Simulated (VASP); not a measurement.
Method: PBE GGA, VASP's PBE PAW potentials (set 64) (plane waves; VASP).

A VASP calculation is set up with these files.

File KPOINTS:
```
kpoints
0
G
 7 7 7
0 0 0
```

INCAR:
```
! general
SYSTEM   =  SiW
PREC     =  Accurate
ENCUT    =  300
LREAL    =  .FALSE.
LASPH    =  .TRUE.

! electronic loop
EDIFF    =  1E-6
NELM     =  100
ALGO     =  Normal
LMAXMIX  =  6

! smearing
ISMEAR   =  0
SIGMA    =  0.1

! functional
GGA      =  PE

! ions
ISIF     =  2

! output
LWAVE    =  .FALSE.
LCHARG   =  .FALSE.
```

**POSCAR**
```
SiW
1
   -1.6754910000     1.6754910000     5.6723870000
    1.6754910000    -1.6754910000     5.6723870000
    1.6754910000     1.6754910000    -5.6723870000
W Si
2 2
Direct
  0.7634130000   0.7585330000   0.0125430000
  0.4734170000  -0.0021340000   0.4741870000
  0.1644290000   0.1592900000   0.0025950000
  0.9307410000   0.4163110000   0.5106750000
```

POTCAR, in this order: W_sv Si (PBE.64 set). Program: vasp_std.

Output of the run:

File OUTCAR:
```
 ion  position               nearest neighbor table
   1  0.763  0.759  0.013-   4 2.49   4 2.51   3 2.58   3 2.60   3 2.60   3 2.62   2 3.18   2 3.29
                             2 3.35   2 3.36
   2  0.473  0.998  0.474-   3 2.42   4 2.45   4 2.46   3 2.55   4 2.62   4 2.63   1 3.18   1 3.29
                             1 3.35   1 3.36
   3  0.164  0.159  0.003-   2 2.42   2 2.55   1 2.58   1 2.60   1 2.60   1 2.62
   4  0.931  0.416  0.511-   2 2.45   2 2.46   1 2.49   1 2.51   2 2.62   2 2.63
  LATTYP: Found a body centered tetragonal cell.
 ALAT       =     3.3509820000
 C/A-ratio  =     3.3855072931
 Subroutine PRICEL returns:
 Original cell was already a primitive cell.
 Subroutine GETGRP returns: Found  1 space group operations
The static configuration has the point symmetry C_1 .
The dynamic configuration has the point symmetry C_1 .
 Subroutine INISYM returns: Found  1 space group operations
 Subroutine IBZKPT returns following result:
 Found    172 irreducible k-points:

 Following reciprocal coordinates:
            Coordinates               Weight
  0.000000  0.000000  0.000000      1.000000
  0.142857  0.000000 -0.000000      2.000000
  0.000000  0.142857 -0.000000      2.000000
  0.000000  0.142857 -0.142857      2.000000
...
```

**OSZICAR**
```
       N       E                     dE             d eps       ncg     rms          rms(c)
DAV:   1     0.263429661865E+03    0.26343E+03   -0.16071E+04  8552   0.118E+03
DAV:   2    -0.271240330034E+02   -0.29055E+03   -0.28566E+03  8266   0.385E+02
DAV:   3    -0.389335313418E+02   -0.11809E+02   -0.11511E+02  9808   0.723E+01
DAV:   4    -0.391228055247E+02   -0.18927E+00   -0.18889E+00  8966   0.965E+00
DAV:   5    -0.391262502231E+02   -0.34447E-02   -0.34435E-02  9674   0.126E+00    0.295E+01
DAV:   6    -0.368797359411E+02    0.22465E+01   -0.11583E+01  9116   0.213E+01    0.811E+00
DAV:   7    -0.368447818893E+02    0.34954E-01   -0.80288E-01 10002   0.560E+00    0.365E+00
DAV:   8    -0.368074258740E+02    0.37356E-01   -0.63188E-01 10322   0.421E+00    0.219E+00
DAV:   9    -0.367832040039E+02    0.24222E-01   -0.11776E-01 10186   0.193E+00    0.308E-01
DAV:  10    -0.367833871538E+02   -0.18315E-03   -0.42935E-03  9050   0.438E-01    0.239E-01
DAV:  11    -0.367834007227E+02   -0.13569E-04   -0.25886E-04  9944   0.107E-01    0.974E-02
DAV:  12    -0.367834036910E+02   -0.29683E-05   -0.87717E-05  8996   0.792E-02    0.865E-03
DAV:  13    -0.367834009721E+02    0.27188E-05   -0.39753E-06  7890   0.196E-02    0.613E-03
DAV:  14    -0.367834005210E+02    0.45113E-06   -0.58951E-07  5398   0.710E-03
   1 F= -.36783401E+02 E0= -.36781138E+02  d E =-.452499E-02
```

File OUTCAR:
```
------------------------ aborting loop because EDIFF is reached ----------------------------------------
  FORCE on cell =-STRESS in cart. coord.  units (eV):
  Direction    XX          YY          ZZ          XY          YZ          ZX
  --------------------------------------------------------------------------------------
  Total       -1.8946445     -2.3655026     -3.4748100     -0.0222520     -0.3413346      0.0892981
  in kB      -47.6571723    -59.5009592    -87.4040584     -0.5597185     -8.5858022      2.2461719
  external PRESSURE =     -64.8540633 kB  Pullay stress =       0.0000000 kB
  volume of cell :       63.70
      direct lattice vectors                 reciprocal lattice vectors
    -1.675491000  1.675491000  5.672387000     0.000000000  0.298419986  0.088146313
     1.675491000 -1.675491000  5.672387000     0.298419986  0.000000000  0.088146313
     1.675491000  1.675491000 -5.672387000     0.298419986  0.298419986  0.000000000
 POSITION                                       TOTAL-FORCE (eV/Angst)
 -----------------------------------------------------------------------------------
      0.01284      0.02919      8.56192        -0.266828     -0.419717     -1.224415
      1.67321     -0.08421      5.65591         0.006492      2.006931     -0.388624
     -0.00426      0.01296      1.82154         0.106592     -0.489487      1.516524
     -0.00629      1.71755      4.74425         0.153744     -1.097727      0.096515
 -----------------------------------------------------------------------------------
    total drift:                                0.000126     -0.000196     -0.000067
  FREE ENERGIE OF THE ION-ELECTRON SYSTEM (eV)
  ---------------------------------------------------
  free  energy   TOTEN  =       -36.7834005210 eV

  energy  without entropy=      -36.7788755299  energy(sigma->0) =      -36.78113803
```
(Selected blocks of OUTCAR.)

At this cut-off the stress carries a Pulay error, which pulls relaxed volumes low.

The structure was generated: SiW was put into an ordered model structure, which need not be its known phase. The cell was not relaxed at this level, atoms are displaced from their ideal sites. The k-mesh is coarse (spacing up to 0.38 per Å, 2π included), so the numbers may not be converged in it.
